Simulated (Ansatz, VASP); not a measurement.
# Cross-check of Cu (generalised stacking fault on (111) of Cu) between VASP and Ansatz

One calculation is typed for both programs; each brings its own data sets. How far apart do they land? Of the first pair: The structure shown is the start of the Ansatz relaxation below; VASP solves that cell, so the two are compared at the walk's first step.

Main program and level: Ansatz 0.2.0; plane waves, with VASP 6.6.1 beside it; single point at PBE.

## (1) Set-up

The cell holds 12 atoms: 12 Cu. Its edges and angles: a = 2.570 Å, b = 2.570 Å, c = 25.191 Å, α = 91.2°, β = 88.8°, γ = 120.0°. It derives from Cu. 48 atoms of Cu, stacked on (1 1 1); one fault a cell: the periodic image above is shifted rigidly by 0.594 A along the in-plane vector of length 4.452 A (<112> type); atoms relaxed along the normal alone with the MACE-MP-0b2 potential. Lattice constants are starting values near those of PBE. Folded to one surface cell (a quarter of the atoms). The structure's axis is c.

## (2) Ansatz: relaxation, PBE

Ansatz runs on its default PAW (the set named soft_2) files.

The two programs are compared at the cell with which this relaxation starts, whose forces are those of its first step.

The input, input.yaml:

```yaml
crystal:
  lattice:
    - [2.57034, 0.0, 0.0]
    - [-1.28516, 2.22598, 0.0]
    - [0.51407, -0.2968, 25.18402]
  atoms:
    - { symbol: Cu, position: [0.97342, 0.02658, 0.19934] }
    - { symbol: Cu, position: [0.29574, 0.70426, 0.28195] }
    - { symbol: Cu, position: [0.61798, 0.38202, 0.36519] }
    - { symbol: Cu, position: [0.9402, 0.0598, 0.44854] }
    - { symbol: Cu, position: [0.26242, 0.73758, 0.53187] }
    - { symbol: Cu, position: [0.58464, 0.41536, 0.61521] }
    - { symbol: Cu, position: [0.90686, 0.09314, 0.69854] }
    - { symbol: Cu, position: [0.22908, 0.77092, 0.78187] }
    - { symbol: Cu, position: [0.5513, 0.4487, 0.8652] }
    - { symbol: Cu, position: [0.87352, 0.12648, 0.94855] }
    - { symbol: Cu, position: [0.19578, 0.80422, 0.03179] }
    - { symbol: Cu, position: [0.51808, 0.48192, 0.11441] }
kpoints:
  mp_grid: { grid: [12, 12, 1] }
hamiltonian:
  xc: pbe
scf:
  occupations: { method: fermi_dirac, width: 0.1 }
output:
  forces: true
relax:
  f_tol: 0.05
  max_steps: 120
  constraints: [{ sites: [0, 1, 2, 3, 4, 5, 6, 7, 8, 9, 10, 11], fix: xy }]
```

The run is started by

```sh
ansatz run input.yaml --threads 6 --pin off --max-ram 102400MiB --backend cuda --events-out ev --progress --plain --runs-dir out
```

Numbers of over 12 decimals in the logs are rounded to 6 here.

Log:

```text
Warning: at least one further symmetry operation maps every atom of the structure, as the run holds it, onto an atom to within 2.38e-5 (fractional), and is not used: no operation is sought that the atoms, as the run holds them, miss by more than 2.00e-5, twice crystal.symmetry.tolerance (1.0e-5). The run uses 2 unitary operations. The run imposes no operation that its atoms and lattice do not hold. Figures that only  [...]
Warning: crystal.symmetry: narrowed to the stabiliser of the relax constraints — unitary ops 2 → 1; lowered at sites 0, 1, 2, 3, 4, 5, 6, 7, 8, 9, 10, 11 (the operations that carried what is held of a site onto what its image site leaves free; the constrained walk keeps no symmetry that its constraints do not admit)
Engine: ansatz 0.2.0, x86_64-unknown-linux-gnu
Pseudopotentials: kind: paw
Pseudopotential: Cu, paw, valence charge 19, recommended cutoff 420 eV (normal), Cu.paw.azcp
Functional definition: PBE
  parameter kappa = 0.804
  parameter beta = 0.066725
  exchange = pbe_x(kappa = kappa, mu = beta*pi^2/3)
  correlation = pbe_c(beta = beta)
device memory: the entry about to start is reckoned to put 9.2 GiB on a device that reports 58.3 GiB free
GPU FFT provider: cuFFT
GPU libraries: cuBLAS 13.8.2, cuFFT 12.4.0, cuSOLVER 12.3.4
Crystal: 12 atoms, lattice volume = 144.091 Å³
Basis set: ecut = 420 eV, 2893 PW (Γ), exchange–correlation on 36×36×360 points (8 copies of the dense FFT grid, shifted against one another)
Bands: 137, of which v1, the nominal top of the filled ones, is band 114 counted from 1 (113 counted from 0)
Symmetry: 1 space group operations
k-points: 74 of 144 (time reversal used)
Non-local potential: Cu, projectors of the file, l = 0: 3, l = 1: 2, l = 2: 3, l = 3: 1
PAW form: soft (Blöchl's): semilocal exchange-correlation on the pseudo side does not see the compensation charge
PAW one-centre angular grid: Cu, 590 points (default); XC on 64 Gauss nodes
Initial density: superposition of atomic densities (neutral atoms: chi_scale 0, normalization atom), corrected by the library's trained network
Initial wavefunctions: pseudopotential atomic-orbital guess
GPU buffer pool allocated for 58320 grid points (all kernels)
GPU transforms: local potential and band sums: pruned to the plane-wave sphere, on 18×18×180
Functional: x = pbe(κ = 0.804, μ = 0.219515), c = pbe(β = 0.066725)
SCF iter   1: F=—  HF=-79502.072653 eV  |F-HF|=—  |Δ(HF+E_count)|=         —  Δρ=9.05e-4  dr2=3.81e-3  ethr=1.77e-3  ⟨swp⟩=4.8  Hψ=32302  notcnv=0  defer=571
preconditioner: auto → Kerker (q_TF=auto, 2.945 Å⁻¹)  [metal: Δε(μ)=0.027 eV  Ē_g=10.455 eV  σ=0.100 eV  W_gap=0.07  n_scr=64 (ndim 8)  ℏωp=35.5 eV  f_vac=0.000  D(μ)=4.55/eV (n_scr^D=18)]
SCF iter   2: F=—  HF=-79502.076100 eV  |F-HF|=—  |Δ(HF+E_count)|=   3.45e-3  Δρ=4.62e-4  dr2=1.57e-3  ethr=1.67e-6  ⟨swp⟩=2.1  Hψ=16483  notcnv=0  defer=661
SCF iter   3: F=—  HF=-79502.076296 eV  |F-HF|=—  |Δ(HF+E_count)|=   1.97e-4  Δρ=2.37e-4  dr2=7.34e-4  ethr=6.87e-7  ⟨swp⟩=1.0  Hψ=9227  notcnv=0  defer=661
SCF iter   4: F=—  HF=-79502.076277 eV  |F-HF|=—  |Δ(HF+E_count)|=   1.93e-5  Δρ=1.05e-4  dr2=7.54e-5  ethr=3.22e-7  ⟨swp⟩=1.0  Hψ=9227  notcnv=0  defer=661
iter 5 did not close the SCF: its close was put off for the readings that it lacked (scf_convergence_deferred on its scf_iter line)
SCF iter   5: F=-79502.076275 eV  HF=-79502.076290 eV  |F-HF|=1.47e-5  |Δ(HF+E_count)|=   1.29e-5  Δρ=3.81e-5  dr2=1.46e-5  ethr=3.31e-8  ⟨swp⟩=1.1  Hψ=9474  notcnv=0  defer=661
SCF iter   6: F=-79502.076289 eV  HF=-79502.076290 eV  |F-HF|=1.07e-6  |Δ(HF+E_count)|=   2.56e-7  Δρ=9.79e-6  dr2=1.18e-6  ethr=6.42e-9  ⟨swp⟩=2.2  Hψ=28238  notcnv=0
SCF 1 converged in 6 iterations: F = -79502.076289 eV  dr2 = 1.18e-6
  greatest PAW one-centre occupation: 1.000 electrons in one spin orbital (limit 2), on the Cu atom at site 11 (counted from 0), in its partial waves of l = 0
relax step   1: F+E_penalty+E_count = -79502.07628867 eV  Δ(F+E_penalty+E_count) = +0.000e0 eV  max|allowed force component| = 6.545e-2 eV/Å  Δτ_max = 0.0000 Å  (6 SCF iters, dr2 threshold 6.25e-5 eV, accepted)
device memory: the entry about to start is reckoned to put 8.7 GiB (of the 9.2 GiB reckoned in all, the device holds 0.4 GiB already) on a device that reports 78.1 GiB free
GPU FFT provider: cuFFT
GPU libraries: cuBLAS 13.8.2, cuFFT 12.4.0, cuSOLVER 12.3.4
Initial density: handed on by an earlier stage of this run
Initial wavefunctions: those handed on with the density
GPU buffer pool allocated for 58320 grid points (all kernels)
GPU transforms: local potential and band sums: pruned to the plane-wave sphere, on 18×18×180
iter 1 solved again at ethr=4.78e-7 eV; its pass at ethr=3.10e-3 eV (dr2=1.09e-3 eV) is discarded
SCF iter   1: F=—  HF=-79502.075515 eV  |F-HF|=—  |Δ(HF+E_count)|=         —  Δρ=1.13e-3  dr2=1.08e-3  ethr=4.78e-7  ⟨swp⟩=2.2  Hψ=29913  notcnv=0  defer=911
preconditioner: auto → Kerker (q_TF=auto, 2.945 Å⁻¹)  [metal: Δε(μ)=0.027 eV  Ē_g=10.457 eV  σ=0.100 eV  W_gap=0.07  n_scr=64 (ndim 8)  ℏωp=35.5 eV  f_vac=0.000  D(μ)=4.54/eV (n_scr^D=18)]
SCF iter   2: F=—  HF=-79502.076670 eV  |F-HF|=—  |Δ(HF+E_count)|=   1.15e-3  Δρ=6.61e-4  dr2=4.98e-4  ethr=4.75e-7  ⟨swp⟩=1.0  Hψ=9227  notcnv=0  defer=911
SCF iter   3: F=—  HF=-79502.079217 eV  |F-HF|=—  |Δ(HF+E_count)|=   2.55e-3  Δρ=7.18e-5  dr2=7.76e-5  ethr=2.18e-7  ⟨swp⟩=2.1  Hψ=16467  notcnv=0  defer=911
SCF iter   4: F=—  HF=-79502.077200 eV  |F-HF|=—  |Δ(HF+E_count)|=   2.02e-3  Δρ=6.92e-5  dr2=1.74e-5  ethr=3.41e-8  ⟨swp⟩=1.0  Hψ=9227  notcnv=0  defer=911
SCF iter   5: F=—  HF=-79502.077199 eV  |F-HF|=—  |Δ(HF+E_count)|=   1.05e-6  Δρ=3.12e-5  dr2=2.28e-6  ethr=7.63e-9  ⟨swp⟩=2.1  Hψ=12631  notcnv=0  defer=911
SCF iter   6: F=—  HF=-79502.077199 eV  |F-HF|=—  |Δ(HF+E_count)|=   4.99e-8  Δρ=5.94e-6  dr2=1.67e-7  ethr=9.99e-10  ⟨swp⟩=2.0  Hψ=12946  notcnv=0  defer=911
SCF iter   7: F=-79502.077199 eV  HF=-79502.077199 eV  |F-HF|=1.36e-8  |Δ(HF+E_count)|=  9.31e-10  Δρ=1.72e-6  dr2=1.34e-8  ethr=4.39e-11  ⟨swp⟩=3.2  Hψ=28386  notcnv=0
SCF 2 converged in 7 iterations: F = -79502.077199 eV  dr2 = 1.34e-8
relax step   2: F+E_penalty+E_count = -79502.07719874 eV  Δ(F+E_penalty+E_count) = -9.101e-4 eV  max|allowed force component| = 3.876e-2 eV/Å  Δτ_max = 0.0082 Å  (7 SCF iters, accepted)
SCF converged after 7 iterations
Free energy (F): -79502.077199 eV
Harris-Foulkes:  -79502.077199 eV  (|F-HF|=1.36e-8)
Internal energy: -79501.930318 eV  (E = F + TS)
E sigma→0 (E₀):  -79502.003758 eV
Entropy (-TS):   -0.146881 eV (-12.240 meV/atom)
Fermi energy:    16.363666 eV
--- Per-component energies (eV) ---
  E_band       = -4383.581117
  E_kinetic    = 3596.884860
  E_local      = -48983.539352  (includes V_loc(G=0)·N_el)
  E_nonlocal   = 4678.930582
  E_hartree    = 21566.765511
  E_xc         = -1073.398472
  E_vxc        = -1385.105859  (∫ρ·V_xc dr)
  E_paw        = -19955.707217  (= ΣΔE_a)
  E_vpaw       = -5424.295582  (= ΣTr[D̂ρ^β])
  E_aug_tail   = 0.002986  (compensation charges beyond the density's cutoff)
  E_ewald      = -39331.869217
  E_smearing   = -0.146881  (= −TS)
  E_closure    = -0.000000  (closes the sum)
  Σ components = -79502.077199   (vs F -79502.077199, Δ=0.00e0)
--- Forces (eV/Å), atoms counted from 1 ---
  atom   1  Cu    -0.06589505     0.03804471    -0.00645978
  atom   2  Cu     0.00497005    -0.00286948     0.03875560
  atom   3  Cu    -0.00259647     0.00149908     0.00538903
  atom   4  Cu    -0.00070661     0.00040796    -0.00138189
  atom   5  Cu     0.00086699    -0.00050057     0.00063829
  atom   6  Cu    -0.00001187     0.00000684    -0.00029904
  atom   7  Cu     0.00000849    -0.00000492    -0.00024266
  atom   8  Cu    -0.00086293     0.00049822    -0.00010576
  atom   9  Cu     0.00070503    -0.00040705     0.00139137
  atom  10  Cu     0.00265653    -0.00153379    -0.00537972
  atom  11  Cu    -0.00508354     0.00293499    -0.03817705
  atom  12  Cu     0.06594930    -0.03807606     0.00587159
  max |Σ_I F_I| component: 9.56e-8 eV/Å
--- Relaxed structure (2 steps of the walk, 2 accepted, 0 SCFs on fresh bases) ---
  F+E_penalty+E_count = -79502.07719874 eV   max|allowed force component| = 3.876e-2 eV/Å
  atoms:
    - { symbol: Cu, position: [0.973407, 0.026593, 0.199437] }
    - { symbol: Cu, position: [0.295697, 0.704303, 0.282276] }
    - { symbol: Cu, position: [0.617942, 0.382058, 0.365472] }
    - { symbol: Cu, position: [0.940174, 0.059826, 0.448733] }
    - { symbol: Cu, position: [0.262405, 0.737595, 0.531986] }
    - { symbol: Cu, position: [0.584635, 0.415365, 0.615247] }
    - { symbol: Cu, position: [0.906865, 0.093135, 0.698500] }
    - { symbol: Cu, position: [0.229095, 0.770905, 0.781755] }
    - { symbol: Cu, position: [0.551326, 0.448674, 0.865008] }
    - { symbol: Cu, position: [0.873557, 0.126443, 0.948270] }
    - { symbol: Cu, position: [0.195823, 0.804177, 0.031466] }
    - { symbol: Cu, position: [0.518093, 0.481907, 0.114311] }
```

The column dr2 measures how far the density is from self-consistency, as an energy; F and HF (Harris–Foulkes) agree once it is small.

(Part 1 of 3 ends here.)

[Lines on the potential files, build, host, timing and source positions are cut from VASP's logs without a mark.]

[Logs are printed without paths, hosts, clocks, repeated set-up lines and the standing remarks that a program may print on its own settings, such as how far it seeks lower states.]

[Hosts, paths, dates, database ids (printed as entryN), source tags and the programs' standing remarks are cut or masked in the printed files.]
